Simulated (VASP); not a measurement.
Here is the system:

```xyz
2
Lattice="0.0000 3.1886 3.1886 3.1886 0.0000 3.1886 3.1886 3.1886 0.0000" Properties=species:S:1:pos:R:3 pbc="T T T"
Sn     0.0000     0.0000     0.0000
Te     3.1886     3.1886     3.1886
```

Calculation: TPSS meta-GGA, VASP's PBE PAW potentials (set 64) (plane waves; VASP 6.6.1). Settings: 520 eV cut-off, 8×8×8 Γ-centred mesh, tetrahedra with Blöchl corrections, potentials Sn_d Te.

Unless said otherwise, spin-orbit coupling is left out, though it shifts the bands of the heavy elements here.

Task: Give the energies of bands 7 to 13 at the high-symmetry points, in eV from the valence-band maximum.

Result: 
```csv
band,Γ,X,U,L,W
7,-4.78,-6.45,-7.33,-8.21,-7.29
8,-2.04,-5.40,-5.01,-1.73,-4.66
9,-2.04,-3.59,-3.11,-1.73,-4.66
10,-2.04,-3.59,-2.64,0.00,-0.82
11,3.35,2.23,3.06,0.06,0.95
12,3.35,4.86,3.06,0.51,4.61
13,3.35,4.86,4.22,0.51,4.61
```

The gap is direct, 0.06 eV, from the valence maximum at L to the conduction minimum at L.

The compound is SnTe in the rock salt structure, which distorts at low temperature. It was relaxed first.
